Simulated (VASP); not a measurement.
OSZICAR of a VASP run on CdTe (zinc blende):

### OSZICAR
```
       N       E                     dE             d eps       ncg     rms          rms(c)
DAV:   1     0.986973560329E+02    0.98697E+02   -0.82171E+03   424   0.117E+03
DAV:   2    -0.100796442924E+01   -0.99705E+02   -0.95960E+02   471   0.271E+02
DAV:   3    -0.500274755497E+01   -0.39948E+01   -0.39816E+01   496   0.565E+01
DAV:   4    -0.504366423468E+01   -0.40917E-01   -0.40913E-01   591   0.503E+00
DAV:   5    -0.504392882855E+01   -0.26459E-03   -0.26459E-03   496   0.318E-01    0.508E+00
DAV:   6    -0.482079585838E+01    0.22313E+00   -0.46877E-01   466   0.858E+00    0.420E+00
DAV:   7    -0.480579164027E+01    0.15004E-01   -0.11570E-01   461   0.246E+00    0.166E+00
DAV:   8    -0.480666540843E+01   -0.87377E-03   -0.99237E-03   446   0.136E+00    0.477E-01
DAV:   9    -0.480702231863E+01   -0.35691E-03   -0.10057E-03   471   0.358E-01    0.103E-01
DAV:  10    -0.480709276455E+01   -0.70446E-04   -0.12709E-04   451   0.118E-01    0.518E-02
DAV:  11    -0.480713880049E+01   -0.46036E-04   -0.87909E-05   434   0.640E-02    0.347E-02
DAV:  12    -0.480713767430E+01    0.11262E-05   -0.33929E-06   491   0.160E-02    0.196E-02
DAV:  13    -0.480713754607E+01    0.12823E-06   -0.61782E-07   318   0.441E-03
   1 F= -.48071375E+01 E0= -.48071375E+01  d E =-.480714E+01
```

Q: Which electronic solver shows in the log?

A: It is blocked Davidson (ALGO = Normal, or the opening steps of other solvers). The INCAR had ALGO = Normal.

Q: Can the final energy be trusted as converged?

A: The run converged. It stopped with EDIFF = 1E-6, NELM = 100, NSW = 60 and EDIFFG = -0.01 after 1 ionic step (PBE GGA, plane waves, VASP's PBE PAW potentials (set 64)).

The compound is CdTe in the zinc blende structure. It was relaxed first, which changed the volume by +7 %. The start is the result of an earlier pass.
